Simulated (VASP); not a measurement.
Data:

```
CELL_PARAMETERS angstrom
      6.33033     0.00000     0.00000
      0.00000     6.33033     0.00000
      0.00000     0.00000     6.33033
ATOMIC_POSITIONS crystal
  Cd 0.50000 0.00000 0.50000
  Cd 0.50000 0.00000 0.00000
  Cd 0.50000 0.50000 0.00000
  Cd 0.00000 0.50000 0.00000
  Cd 0.00000 0.50000 0.50000
  Cd 0.00000 0.00000 0.50000
  As 0.25000 0.75000 0.75000
  As 0.75000 0.75000 0.25000
  As 0.75000 0.25000 0.75000
  As 0.25000 0.25000 0.25000
```

Calculation: PBEsol GGA, VASP's PBE PAW potentials (set 64) (plane waves; VASP). Run with 400 eV cut-off, 6×6×6 Γ-centred mesh, tetrahedra with Blöchl corrections, potentials Cd As.

**Question.** Tabulate the total density of states (states/eV per cell) against energy (eV; zero at the valence-band maximum or, without a gap, the Fermi level).

**Answer.** 
```
E (eV) | DOS (states/eV)
    -9.94 |  0.00
    -9.64 |  0.00
    -9.23 | ############################# 46.4
    -8.93 | ############################## 47.3
    -8.52 | ######################### 39.9
    -8.22 | ###### 9.93
    -7.91 | #### 6.34
    -7.51 |  0.00
    -7.20 |  0.00
    -6.90 |  0.00
    -6.49 |  0.00
    -6.19 |  0.00
    -5.78 | # 1.09
    -5.48 | ## 2.53
    -5.17 | #### 5.91
    -4.77 | ## 2.62
    -4.47 | # 2.24
    -4.06 | # 2.31
    -3.76 | ## 3.45
    -3.45 | # 1.65
    -3.05 | ##### 7.67
    -2.74 | ### 4.00
    -2.44 | ## 3.45
    -2.03 | ### 4.81
    -1.73 | ### 4.82
    -1.32 | ## 3.79
    -1.02 | # 1.56
    -0.71 | #### 5.68
    -0.31 | ### 4.14
    -0.01 | # 0.88
     0.40 | # 2.26
     0.70 | ### 3.98
     1.01 | ### 5.51
     1.41 | ## 3.75
     1.72 | ## 2.68
     2.02 | ## 2.73
     2.43 | # 2.31
     2.73 | ### 4.34
     3.14 | #### 6.46
     3.44 | ## 2.62
```
Within 2 eV below the Fermi level the largest weight inside VASP's projection spheres is As p, then Cd p.

The structure comes from a computed database's Cd3As2 entry (Pn-3m); how it stands against other phases isn't given here. It was relaxed first, which changed the volume by -7 %.
